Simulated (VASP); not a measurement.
# AlRu: structure and properties in VASP

What structure does AlRu take at this level, and what are its properties? The steps: full relaxation (AM05), second relaxation, density, ELF and potential (AM05), band structure (AM05), total and projected DOS (AM05), volume scan with AM05 and fit for AM05. Left out of this account: at least 1 further run (relaxation: not told here). The start is a cell from a database of measured crystal structures.

Program: VASP 6.6.1. Level of theory: AM05; plane waves and PAW (Al, Ru_pv). Results are calculated unless marked as measured.

## 1. The starting structure

Before any relaxation, the start is as follows. It takes space group Pm-3m (No. 221, cubic). The conventional cell has a = 2.992 Å, b = 2.992 Å, c = 2.992 Å, α = 90.00°, β = 90.00°, γ = 90.00°. Nearest to Al lie 8 Ru at 2.59 Å. Nearest to Ru lie 8 Al at 2.59 Å. Farther neighbours are not listed.

As a file:

```cif
data_structure
_symmetry_space_group_name_H-M 'P 1'
_symmetry_Int_Tables_number 1
_cell_length_a 2.9916
_cell_length_b 2.9916
_cell_length_c 2.9916
_cell_angle_alpha 90.000
_cell_angle_beta 90.000
_cell_angle_gamma 90.000
_cell_volume 26.77
loop_
_atom_site_label
_atom_site_type_symbol
_atom_site_fract_x
_atom_site_fract_y
_atom_site_fract_z
_atom_site_occupancy
Al1 Al 0.00000 0.00000 0.00000 1
Ru2 Ru 0.50000 0.50000 0.50000 1
```

## 2. Full relaxation (AM05)

Properties are meant for the cell that this level of theory prefers, so cell and atoms are relaxed first (ISIF = 3) until forces and stress are small; EDIFFG sets the threshold. AM05 is built from the electron gas and the surface model, and does well on lattice constants.

Input file INCAR:

```
SYSTEM = AlRu
PREC = Accurate
ENCUT = 400
EDIFF = 1E-06
NELM = 100
ISMEAR = 1
SIGMA = 0.2
LREAL = .FALSE.
ALGO = Normal
GGA = AM
NBANDS = 14
LASPH = .TRUE.
LORBIT = 11
LWAVE = .FALSE.
LCHARG = .FALSE.
KPAR = 2
IBRION = 2
NSW = 60
ISIF = 3
EDIFFG = -0.01
```

Input file POSCAR:

```
AlRu
1.0
    2.9916000000      0.0000000000      0.0000000000
    0.0000000000      2.9916000000      0.0000000000
    0.0000000000      0.0000000000      2.9916000000
Al Ru
1 1
Direct
    0.0000000000      0.0000000000      0.0000000000
    0.5000000000      0.5000000000      0.5000000000
```

Input file KPOINTS:

```
Automatic mesh
0
Gamma
8 8 8
0 0 0
```

Potentials, in the order of the species: Al and Ru_pv (PBE family, release 64).

On the command line:

```sh
$ mpirun -np 2 vasp_std
```

The program printed:

```text
[banner, memory and clock lines left out]
running    2 mpi-ranks, on    1 nodes
 distrk:  each k-point on    1 cores,    2 groups
 distr:  one band on    1 cores,    1 groups

 POSCAR found type information on POSCAR AlRu
 POSCAR found :  2 types and       2 ions
|                                                                             |
|               ----> ADVICE to this user running VASP <----                  |
|                                                                             |
|     You enforced a specific xc type in the INCAR file but a different       |
|     [... a line on the potential file left out ...]
|     I HOPE YOU KNOW WHAT YOU ARE DOING!                                     |
|                                                                             |

 LDA part: xc-table for (Slater+PW92), standard interpolation
 POSCAR, INCAR and KPOINTS ok, starting setup
 FFT: planning ... GRIDC
 FFT: planning ... GRID_SOFT
 FFT: planning ... GRID
 WAVECAR not read
 entering main loop
       N       E                     dE             d eps       ncg     rms          rms(c)
DAV:   1     0.862291088013E+02    0.86229E+02   -0.81351E+03  1068   0.905E+02
DAV:   2    -0.145538813270E+02   -0.10078E+03   -0.96242E+02  1064   0.274E+02
DAV:   3    -0.159083674276E+02   -0.13545E+01   -0.13465E+01  1178   0.340E+01
DAV:   4    -0.159201234920E+02   -0.11756E-01   -0.11754E-01  1172   0.315E+00
DAV:   5    -0.159203450600E+02   -0.22157E-03   -0.22156E-03  1312   0.360E-01    0.130E+01
DAV:   6    -0.152412080024E+02    0.67914E+00   -0.31189E+00   992   0.201E+01    0.255E+00
DAV:   7    -0.151406639417E+02    0.10054E+00   -0.28024E-01  1040   0.624E+00    0.216E+00
DAV:   8    -0.151214466532E+02    0.19217E-01   -0.25582E-02  1190   0.130E+00    0.208E-01
DAV:   9    -0.151212320176E+02    0.21464E-03   -0.87320E-04  1196   0.188E-01    0.131E-01
DAV:  10    -0.151212168993E+02    0.15118E-04   -0.47240E-05  1206   0.812E-02    0.133E-02
DAV:  11    -0.151212153713E+02    0.15280E-05   -0.42809E-06  1226   0.238E-02    0.594E-03
DAV:  12    -0.151212149639E+02    0.40749E-06   -0.94947E-08   748   0.302E-03
   1 F= -.15121215E+02 E0= -.15119025E+02  d E =-.151212E+02
 curvature:   0.00 expect dE= 0.000E+00 dE for cont linesearch  0.000E+00
 trial: gam= 0.00000 g(F)=  0.000E+00 g(S)=  0.312E-01 ort = 0.000E+00 (trialstep = 0.100E+01)
 search vector abs. value=  0.312E-01
 bond charge predicted
       N       E                     dE             d eps       ncg     rms          rms(c)
DAV:   1    -0.159288015620E+02   -0.80759E+00   -0.10819E+01  1058   0.415E+01    0.925E+00
DAV:   2    -0.151828128420E+02    0.74599E+00   -0.34693E+00   986   0.219E+01    0.339E+00
DAV:   3    -0.151118332673E+02    0.70980E-01   -0.19735E-01   998   0.514E+00    0.968E-01
DAV:   4    -0.151104193497E+02    0.14139E-02   -0.18345E-02  1136   0.107E+00    0.317E-01
DAV:   5    -0.151106998678E+02   -0.28052E-03   -0.76237E-04  1224   0.195E-01    0.138E-01
DAV:   6    -0.151108044238E+02   -0.10456E-03   -0.46271E-05  1196   0.565E-02    0.273E-02
DAV:   7    -0.151108080529E+02   -0.36291E-05   -0.37492E-06  1234   0.169E-02    0.723E-03
DAV:   8    -0.151108077480E+02    0.30495E-06   -0.12795E-07   808   0.363E-03
   2 F= -.15110808E+02 E0= -.15108759E+02  d E =0.104072E-01
 trial-energy change:    0.010407  1 .order    0.011178   -0.031185    0.053541
 step:   0.3809(harm=  0.3681)  dis= 0.00000  next Energy=   -15.127197 (dE=-0.598E-02)
 bond charge predicted
       N       E                     dE             d eps       ncg     rms          rms(c)
DAV:   1    -0.154454843869E+02   -0.33468E+00   -0.42536E+00  1022   0.265E+01    0.470E+00
DAV:   2    -0.151630026845E+02    0.28248E+00   -0.15414E+00  1004   0.140E+01    0.172E+00
DAV:   3    -0.151272458252E+02    0.35757E-01   -0.90573E-02  1022   0.338E+00    0.338E-01
DAV:   4    -0.151270991462E+02    0.14668E-03   -0.58965E-03  1064   0.588E-01    0.121E-01
DAV:   5    -0.151272297470E+02   -0.13060E-03   -0.12503E-04  1248   0.798E-02    0.677E-02
DAV:   6    -0.151272670858E+02   -0.37339E-04   -0.24547E-05  1148   0.453E-02    0.104E-02
DAV:   7    -0.151272674425E+02   -0.35676E-06   -0.12008E-06  1172   0.922E-03
   3 F= -.15127267E+02 E0= -.15125129E+02  d E =-.605248E-02
 curvature:  -0.18 expect dE=-0.255E-07 dE for cont linesearch -0.255E-07
 trial: gam=-0.00210 g(F)=  0.195E-65 g(S)=  0.139E-06 ort = 0.658E-04 (trialstep = 0.876E+00)
 search vector abs. value=  0.101E-09
 reached required accuracy - stopping structural energy minimisation
```

Wall time 31 s (2 MPI ranks of AMD EPYC 7R43, shared host); peak memory 0.19 GiB; 59 s of CPU time.

The logs omit lines about the potential files and the build; timing stands in the text.

From OUTCAR (step 2):

```text
ion  position               nearest neighbor table
   1  0.000  0.000  0.000-   2 2.59   2 2.59   2 2.59   2 2.59   2 2.59   2 2.59   2 2.59   2 2.59

  LATTYP: Found a simple cubic cell.
 ALAT       =     2.9916000000

 Subroutine GETGRP returns: Found 48 space group operations
 (whereof 48 operations were pure point group operations)

The static configuration has the point symmetry O_h .

 Found     35 irreducible k-points:

   k-points           NKPTS =     35   k-points in BZ     NKDIM =     35   number of bands    NBANDS=     14

   dimension x,y,z NGX =    20 NGY =   20 NGZ =   20
   dimension x,y,z NGXF=    40 NGYF=   40 NGZF=   40

   ENCUT  =  400.0 eV  29.40 Ry    5.42 a.u.   4.88  4.88  4.88*2*pi/ulx,y,z

   NELECT =      17.0000    total number of electrons

 k-points in reciprocal lattice and weights: Automatic mesh
   0.00000000  0.00000000  0.00000000       0.002
   0.12500000  0.00000000  0.00000000       0.012
   0.25000000  0.00000000  0.00000000       0.012
   0.37500000  0.00000000  0.00000000       0.012
   0.50000000  0.00000000  0.00000000       0.006
   0.12500000  0.12500000  0.00000000       0.023
   0.25000000  0.12500000  0.00000000       0.047
   0.37500000  0.12500000  0.00000000       0.047
   0.50000000  0.12500000  0.00000000       0.023
[...]
0.50000000  0.50000000  0.37500000       0.012
   0.50000000  0.50000000  0.50000000       0.002

 average (electrostatic) potential at core
       1 -67.9016       2 -67.6422

 E-fermi :  10.9087

 k-point     1 :       0.0000    0.0000    0.0000
  band No.  band energies     occupation
    ...
      2     -30.8229      2.00000
      3     -30.8229      2.00000
      4       1.0624      2.00000
      5       7.1644      2.00000
      6       7.1644      2.00000
      7      11.0764      0.00154
      8      11.0764      0.00154
      9      11.0764      0.00154
     10      17.0224      0.00000
     11      17.0224      0.00000
    ...

 k-point     2 :       0.1250    0.0000    0.0000
  band No.  band energies     occupation
    ...
      4       1.3656      2.00000
      5       7.2612      2.00000
      6       7.2708      2.00000
      7      10.7168      2.04077
      8      10.7168      2.04077
      9      11.1135     -0.05489
     10      15.7809      0.00000
     11      17.6096      0.00000
     12      17.6096      0.00000
     13      21.2461      0.00000
    ...

 k-point     3 :       0.2500    0.0000    0.0000
  band No.  band energies     occupation
    ...
      4       2.2315      2.00000
      5       7.2792      2.00000
      6       7.5462      2.00000
      7      10.0135      2.00000
      8      10.0135      2.00000
      9      11.2049     -0.05697
     10      14.0350     -0.00000
     11      18.9977      0.00000
     12      18.9977      0.00000
     13      19.8823      0.00000
    ...

  Total       -0.0013843     -0.0013843     -0.0013843      0.0000000      0.0000000     -0.0000000
  in kB       -0.0843564     -0.0843564     -0.0843564      0.0000000      0.0000000     -0.0000000
  external PRESSURE =      -0.0843564 kB  Pullay stress =       0.0000000 kB

  energy-cutoff  :      400.00
  volume of cell :       26.29
      direct lattice vectors                 reciprocal lattice vectors
     2.973554249  0.000000000 -0.000000000     0.336297883  0.000000000 -0.000000000
    -0.000000000  2.973554249 -0.000000000    -0.000000000  0.336297883 -0.000000000
     0.000000000  0.000000000  2.973554249     0.000000000  0.000000000  0.336297883

 POSITION                                       TOTAL-FORCE (eV/Angst)
 -----------------------------------------------------------------------------------
      0.00000      0.00000      0.00000         0.000000      0.000000      0.000000
      1.48678      1.48678      1.48678        -0.000000     -0.000000      0.000000
 -----------------------------------------------------------------------------------
    total drift:                               -0.000000      0.000000      0.000000

  FREE ENERGIE OF THE ION-ELECTRON SYSTEM (eV)
  ---------------------------------------------------
  free  energy   TOTEN  =       -15.1272674425 eV

  energy  without entropy=      -15.1208507184  energy(sigma->0) =      -15.12512853

 reached required accuracy - stopping structural energy minimisation

 total charge
# of ion       s       p       d       tot
------------------------------------------
    1        0.392   0.427   0.000   0.819
    2        0.338   6.253   6.226  12.816
--------------------------------------------------
tot          0.730   6.680   6.226  13.636

[... 3 further parts left out ...]
```

CONTCAR:

```
AlRu
   1.00000000000000
     2.9735542490662992    0.0000000000000000   -0.0000000000000000
    -0.0000000000000000    2.9735542490662992   -0.0000000000000000
     0.0000000000000000    0.0000000000000000    2.9735542490662992
  Al              Ru
     1     1
Direct
     0.0000000000000000    0.0000000000000000    0.0000000000000000
     0.5000000000000000    0.5000000000000000    0.5000000000000000
```

This run has no spin polarisation. Its electron count is odd, so without a moment it is a metal by construction. The k-mesh is coarse for a metal. The PAW data sets were made with PBE, which is usual practice but a small mismatch for other functionals. The run keeps the 48 symmetry operations of its start, so it cannot find a distortion of lower symmetry.

Step by step:

```
step  energy less that of the first step (eV)  largest force (eV/Å)  pressure (GPa)  volume (Å³)
   1                                   0.0000                0.0000           -3.93        26.77
   2                                   0.0104                0.0000            7.08        25.52
   3                                  -0.0061                0.0000           -0.01        26.29
```

```
conventional cell, symmetrised  before  after  change
                         a (Å)   2.992  2.974  -0.6 %
                         b (Å)   2.992  2.974  -0.6 %
                         c (Å)   2.992  2.974  -0.6 %
              volume (Å³/atom)   13.39  13.15  -1.8 %
```

Final coordinates:

```xyz
2
Lattice="2.9736 0.0000 0.0000 0.0000 2.9736 0.0000 0.0000 0.0000 2.9736" Properties=species:S:1:pos:R:3 pbc="T T T"
Al    0.0000    0.0000    0.0000
Ru    1.4868    1.4868    1.4868
```

This step gave:

```
electrons                              : 17
bands                                  : 14
irreducible k-points                   : 35
symmetry operations                    : 48
free energy (TOTEN)                    : -15.13 eV
energy at zero smearing                : -15.13 eV
Fermi energy                           : 10.91 eV
pressure                               : -0.008436 GPa
metallic, judged on the points sampled : yes
SCF cycles over all ionic steps        : 27
```

It ends with forces that vanish by symmetry and a pressure of -0.01 GPa. The volume lies -1.8 % from that of the database's start, part of which can be the thermal and zero-point expansion of its experiment.

## 3. Second relaxation

A relaxation keeps the plane waves of the cell it began with, so it is repeated from the new cell, on a basis made for it.

INCAR is that of step 2.

Input file POSCAR:

```
AlRu
1.0
    2.9735542491      0.0000000000      0.0000000000
    0.0000000000      2.9735542491      0.0000000000
    0.0000000000      0.0000000000      2.9735542491
Al Ru
1 1
Direct
    0.0000000000      0.0000000000      0.0000000000
    0.5000000000      0.5000000000      0.5000000000
```

KPOINTS is that of step 2.

On the command line:

```sh
$ mpirun -np 2 vasp_std
```

The program printed:

```text
[banner, memory and clock lines left out]
running    2 mpi-ranks, on    1 nodes
 distrk:  each k-point on    1 cores,    2 groups
 distr:  one band on    1 cores,    1 groups

 POSCAR found type information on POSCAR AlRu
 POSCAR found :  2 types and       2 ions
 [... a notice as in an earlier step ...]

 LDA part: xc-table for (Slater+PW92), standard interpolation
 POSCAR, INCAR and KPOINTS ok, starting setup
 FFT: planning ... GRIDC
 FFT: planning ... GRID_SOFT
 FFT: planning ... GRID
 WAVECAR not read
 entering main loop
       N       E                     dE             d eps       ncg     rms          rms(c)
DAV:   1     0.917413604145E+02    0.91741E+02   -0.83448E+03  1052   0.913E+02
DAV:   2    -0.143837584612E+02   -0.10613E+03   -0.10105E+03  1070   0.281E+02
DAV:   3    -0.159179447825E+02   -0.15342E+01   -0.15231E+01  1190   0.356E+01
DAV:   4    -0.159296556027E+02   -0.11711E-01   -0.11709E-01  1226   0.319E+00
DAV:   5    -0.159298476464E+02   -0.19204E-03   -0.19204E-03  1262   0.349E-01    0.135E+01
DAV:   6    -0.152364237806E+02    0.69342E+00   -0.30844E+00  1004   0.201E+01    0.256E+00
DAV:   7    -0.151446340171E+02    0.91790E-01   -0.27842E-01  1052   0.606E+00    0.224E+00
DAV:   8    -0.151258982852E+02    0.18736E-01   -0.25046E-02  1178   0.121E+00    0.217E-01
DAV:   9    -0.151257169794E+02    0.18131E-03   -0.60503E-04  1234   0.157E-01    0.133E-01
DAV:  10    -0.151257026118E+02    0.14368E-04   -0.43424E-05  1226   0.784E-02    0.124E-02
DAV:  11    -0.151257013044E+02    0.13074E-05   -0.43835E-06  1202   0.249E-02    0.577E-03
DAV:  12    -0.151257008801E+02    0.42433E-06   -0.18316E-07   808   0.404E-03
   1 F= -.15125701E+02 E0= -.15123562E+02  d E =-.151257E+02
 curvature:   0.00 expect dE= 0.000E+00 dE for cont linesearch  0.000E+00
 trial: gam= 0.00000 g(F)=  0.000E+00 g(S)=  0.137E-04 ort = 0.000E+00 (trialstep = 0.100E+01)
 search vector abs. value=  0.137E-04
 reached required accuracy - stopping structural energy minimisation
```

Elapsed: 13 s, on 2 MPI ranks; peak memory 0.17 GiB.

From OUTCAR (step 3):

```text
  LATTYP: Found a simple cubic cell.
 ALAT       =     2.9735542491

The static configuration has the point symmetry O_h .

 Found     35 irreducible k-points:

   ENCUT  =  400.0 eV  29.40 Ry    5.42 a.u.   4.85  4.85  4.85*2*pi/ulx,y,z

   NELECT =      17.0000    total number of electrons

 E-fermi :  10.9089

 k-point     1 :       0.0000    0.0000    0.0000
  band No.  band energies     occupation
    ...
      2     -30.8226      2.00000
      3     -30.8226      2.00000
      4       1.0624      2.00000
      5       7.1644      2.00000
      6       7.1644      2.00000
      7      11.0765      0.00155
      8      11.0765      0.00155
      9      11.0765      0.00155
     10      17.0225      0.00000
     11      17.0225      0.00000
    ...

 k-point     2 :       0.1250    0.0000    0.0000
  band No.  band energies     occupation
    ...
      4       1.3656      2.00000
      5       7.2613      2.00000
      6       7.2710      2.00000
      7      10.7170      2.04078
      8      10.7170      2.04078
      9      11.1137     -0.05491
     10      15.7810      0.00000
     11      17.6097      0.00000
     12      17.6097      0.00000
     13      21.2463      0.00000
    ...

  Total       -0.0137488     -0.0137488     -0.0137488      0.0000000      0.0000000     -0.0000000
  in kB       -0.8378130     -0.8378130     -0.8378130      0.0000000      0.0000000     -0.0000000
  external PRESSURE =      -0.8378130 kB  Pullay stress =       0.0000000 kB

  energy-cutoff  :      400.00
  volume of cell :       26.29
      direct lattice vectors                 reciprocal lattice vectors
     2.973554249  0.000000000  0.000000000     0.336297883  0.000000000  0.000000000
     0.000000000  2.973554249  0.000000000     0.000000000  0.336297883  0.000000000
     0.000000000  0.000000000  2.973554249     0.000000000  0.000000000  0.336297883

 POSITION                                       TOTAL-FORCE (eV/Angst)
 -----------------------------------------------------------------------------------
      0.00000      0.00000      0.00000         0.000000      0.000000      0.000000
      1.48678      1.48678      1.48678         0.000000      0.000000      0.000000
 -----------------------------------------------------------------------------------
    total drift:                               -0.000000      0.000000      0.000000

  FREE ENERGIE OF THE ION-ELECTRON SYSTEM (eV)
  ---------------------------------------------------
  free  energy   TOTEN  =       -15.1257008801 eV

  energy  without entropy=      -15.1192849414  energy(sigma->0) =      -15.12356223

 total charge
# of ion       s       p       d       tot
------------------------------------------
    1        0.392   0.427   0.000   0.819
    2        0.338   6.253   6.226  12.817
--------------------------------------------------
tot          0.730   6.681   6.226  13.636

[... 5 parts as in an earlier step ...]

[... 6 further parts left out ...]
```

Little changed from the start: no atom moved by 0.005 Å and no cell edge by 0.1 %.

Numbers from this step:

```
energy at zero smearing         : -15.12 eV
pressure                        : -0.08378 GPa
SCF cycles over all ionic steps : 12
```

It ends with forces that vanish by symmetry and a pressure of -0.08 GPa. The volume moved by under 0.01 %: the run met its threshold at the first step.

[end of part 1 of 4]

[Lines on the potential files, build, host, timing and source positions are cut from VASP's logs without a mark.]

[Logs are printed without paths, hosts, clocks, repeated set-up lines and the standing remarks that a program may print on its own settings, such as how far it seeks lower states.]

[Hosts, paths, dates, database ids (printed as entryN), source tags and the programs' standing remarks are cut or masked in the printed files.]

[A measured line is paired with the nearest computed mode of its activity, which favours agreement.]

[In band tables of VASP the shares of atoms and orbitals are scaled to a sum of 1 inside the atoms' spheres.]
